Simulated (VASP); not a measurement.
An input for Quantum ESPRESSO's pw.x (written as the equivalent of a VASP run, and not itself run):

```
&CONTROL
  calculation = 'vc-relax'
  pseudo_dir = './pseudo'
  outdir = './out'
  tprnfor = .true.
  tstress = .true.
  nstep = 60
  forc_conv_thr = 0.00078
/
&SYSTEM
  ibrav = 0
  nat = 5
  ntyp = 3
  ecutwfc = 84
  occupations = 'smearing'
  smearing = 'gaussian'
  degauss = 0.003675
  input_dft = 'vdw-df-obk8'
/
&ELECTRONS
  conv_thr = 7.3e-08
  electron_maxstep = 100
/
&IONS
/
&CELL
/
ATOMIC_SPECIES
  Ba 137.327 Ba.upf
  Zr 91.224 Zr.upf
  O 15.999 O.upf
CELL_PARAMETERS angstrom
     4.1900000    0.0000000    0.0000000
     0.0000000    4.1900000    0.0000000
     0.0000000    0.0000000    4.1900000
ATOMIC_POSITIONS crystal
  Ba   0.0000000  0.0000000  0.0000000
  Zr   0.5000000  0.5000000  0.5000000
  O    0.5000000  0.0000000  0.5000000
  O    0.0000000  0.5000000  0.5000000
  O    0.5000000  0.5000000  0.0000000
K_POINTS automatic
  5 5 5 0 0 0
```

Question: Translate this input to VASP (INCAR, KPOINTS, POSCAR, choice of POTCAR).

Answer: Several could match; the one computed here: 
### POSCAR
```
BaZrO3
1
    4.1900000000     0.0000000000     0.0000000000
    0.0000000000     4.1900000000     0.0000000000
    0.0000000000     0.0000000000     4.1900000000
Ba Zr O
1 1 3
Direct
  0.0000000000   0.0000000000   0.0000000000
  0.5000000000   0.5000000000   0.5000000000
  0.5000000000   0.0000000000   0.5000000000
  0.0000000000   0.5000000000   0.5000000000
  0.5000000000   0.5000000000   0.0000000000
```

File KPOINTS:
```
Automatic mesh
0
Gamma
5 5 5
0 0 0
```

INCAR:
```
SYSTEM = BaZrO3
PREC = Accurate; ENCUT = 520; LREAL = F
LASPH = T
EDIFF = 1E-6; NELM = 100; ALGO = Normal
LMAXMIX = 4
ISMEAR = 0; SIGMA = 0.05
GGA = BO; LUSE_VDW = T; AGGAC = 0.0
PARAM1 = 0.1833333333; PARAM2 = 0.22
IBRION = 2; NSW = 60; ISIF = 3
EDIFFG = -0.02
LWAVE = F; LCHARG = F
```

POTCAR, in this order: Ba_sv Zr_sv O (PBE.64 set). Program: vasp_std.

What does not carry over: the potentials are each code's own (VASP's PAW set, PseudoDojo norm-conserving files in pw.x), so ENCUT and ecutwfc are chosen apart and not converted; conv_thr bounds pw.x's estimated SCF error, while EDIFF bounds the energy change between steps; forc_conv_thr acts on force components and is met together with etot_conv_thr.

The compound is BaZrO3 in the cubic perovskite structure. This run relaxes it. Symmetry was kept, so distortions that lower it aren't found.
